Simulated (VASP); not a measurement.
Level of theory: PBEsol GGA, VASP's PBE PAW potentials (set 64) (plane waves; VASP).

A VASP calculation is set up with these files.

File KPOINTS:
```
Automatic mesh
0
Gamma
10 10 12
0 0 0
```

POSCAR:
```
SiAg
1.0
  3.9797640241   0.0000000934   0.0000000000
 -1.9898813622   3.4465758726   0.0000000000
  0.0000000000   0.0000000000   2.6371284062
Ag Si
1 1
Cartesian
  0.0000000000   0.0000000000   0.0000000000
  1.9898842185   1.1488575376   1.3185642031
```

**INCAR**
```
ALGO = Normal   ! blocked Davidson
GGA = PS
LASPH = .True.
LMAXMIX = 4
LWAVE = .False.
ISMEAR = 1
ISIF = 3   ! ions, shape and volume
ENCUT = 480   ! plane-wave cut-off (eV)
LREAL = .False.   ! projection in real space or not
SIGMA = 0.1   ! width (eV)
PREC = Accurate
EDIFFG = -0.01   ! ionic stop
LCHARG = .False.
EDIFF = 1E-7   ! SCF stop (eV)
NSW = 40   ! most ionic steps
SYSTEM = SiAg
NELM = 100   ! most electronic steps
PSTRESS = 10   ! kbar
IBRION = 2   ! conjugate gradients
```

POTCAR, in this order: Ag Si (PBE.64 set). Program: vasp_std.

Output

OSZICAR:
```
       N       E                     dE             d eps       ncg     rms          rms(c)
DAV:   1     0.577278600602E+02    0.57728E+02   -0.65908E+03  2236   0.110E+03
DAV:   2    -0.799082685191E+01   -0.65719E+02   -0.61985E+02  2342   0.219E+02
DAV:   3    -0.929988027517E+01   -0.13091E+01   -0.12981E+01  2567   0.323E+01
DAV:   4    -0.930940311257E+01   -0.95228E-02   -0.95195E-02  2394   0.308E+00
DAV:   5    -0.930952318163E+01   -0.12007E-03   -0.12006E-03  2566   0.345E-01    0.896E+00
DAV:   6    -0.845497792835E+01    0.85455E+00   -0.59497E+00  2273   0.326E+01    0.668E+00
DAV:   7    -0.839769772786E+01    0.57280E-01   -0.33186E-01  2204   0.808E+00    0.329E+00
DAV:   8    -0.838144977309E+01    0.16248E-01   -0.26926E-02  2342   0.150E+00    0.427E-01
DAV:   9    -0.837963615161E+01    0.18136E-02   -0.55815E-03  2369   0.107E+00    0.161E-01
DAV:  10    -0.837961383659E+01    0.22315E-04   -0.49183E-04  2360   0.193E-01    0.484E-02
DAV:  11    -0.837960954628E+01    0.42903E-05   -0.19588E-05  2441   0.495E-02    0.111E-02
DAV:  12    -0.837960893984E+01    0.60644E-06   -0.14631E-06  2399   0.926E-03    0.637E-03
DAV:  13    -0.837960833623E+01    0.60361E-06   -0.11924E-06  2360   0.126E-02    0.160E-03
DAV:  14    -0.837960827270E+01    0.63527E-07   -0.84667E-08  1231   0.255E-03
   1 F= -.81538385E+01 E0= -.81541249E+01  d E =-.815384E+01
```

OUTCAR:
```
------------------------ aborting loop because EDIFF is reached ----------------------------------------
  FORCE on cell =-STRESS in cart. coord.  units (eV):
  Direction    XX          YY          ZZ          XY          YZ          ZX
  --------------------------------------------------------------------------------------
  Total        0.2277724      0.2277722      0.2283928      0.0000000      0.0000000     -0.0000000
  in kB       10.0886985     10.0886937     10.1161786      0.0000021      0.0000000     -0.0000000
  external PRESSURE =       0.0978570 kB  Pullay stress =      10.0000000 kB
  volume of cell :       36.17
      direct lattice vectors                 reciprocal lattice vectors
     3.979764024  0.000000093  0.000000000     0.251271176  0.145071470  0.000000000
    -1.989881362  3.446575873  0.000000000    -0.000000007  0.290143036  0.000000000
     0.000000000  0.000000000  2.637128406     0.000000000  0.000000000  0.379200344
 POSITION                                       TOTAL-FORCE (eV/Angst)
 -----------------------------------------------------------------------------------
      0.00000      0.00000      0.00000        -0.000000     -0.000000      0.000000
      1.98988      1.14886      1.31856         0.000000      0.000000      0.000000
 -----------------------------------------------------------------------------------
    total drift:                                0.000018      0.000010      0.000000
  FREE ENERGIE OF THE ION-ELECTRON SYSTEM (eV)
  ---------------------------------------------------
  free  energy   TOTEN  =        -8.3796082727 eV

  energy  without entropy=       -8.3804676119  energy(sigma->0) =       -8.37989472
  enthalpy is  TOTEN    =        -8.1538384637 eV   P V=        0.2257698090

 reached required accuracy - stopping structural energy minimisation
```
(Selected blocks of OUTCAR.)

The structure was generated: SiAg was put into the WC type (P-6m2), which need not be its known phase. It was relaxed first under an external pressure of 1 GPa. The electron count is odd and the run is not spin-polarised, which forces a metal.
